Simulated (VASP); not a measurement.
KI (rock salt), at 0.96 of the tabulated volume:

```
CELL_PARAMETERS angstrom
      0.00000     3.48722     3.48722
      3.48722     0.00000     3.48722
      3.48722     3.48722     0.00000
ATOMIC_POSITIONS crystal
  K  0.00000 0.00000 0.00000
  I  0.50000 0.50000 0.50000
```

The lowest empty band near Γ, direction [111], from mBJ (TB09) with spin-orbit coupling in VASP (PAW); its two spin partners are averaged. The gap over the points computed is 5.64 eV, and the next band on that side lies 1.63 eV away at the edge.

Run with 400 eV cut-off, 7×7×7 Γ-centred mesh, Gaussian smearing of 0.050 eV, potentials K_sv I.

| distance from the edge in k (1/Å) | distance in energy (meV) |
|---|---|
| 0.018 | 3.1 |
| 0.025 | 5.9 |
| 0.035 | 11.6 |
| 0.050 | 23.6 |
| 0.070 | 46.0 |

Question: Fit E(1 + αE) = ħ²k²/2m* (ħ²/2m0 = 3.810 eV Å²) and predict the row at 0.095 1/Å.

Answer: The rows don't resolve α, so a parabola serves: the electron mass is m* = 0.405 m0, and so 84.9 meV. The run gave 83.8 meV, -1.1 meV from the fit.

Left out are points under 3 meV from the edge, since the levels carry 0.1 meV, and points farther than half the way to the next band.

The compound is KI in the rock salt structure. The cell was not relaxed at this level.
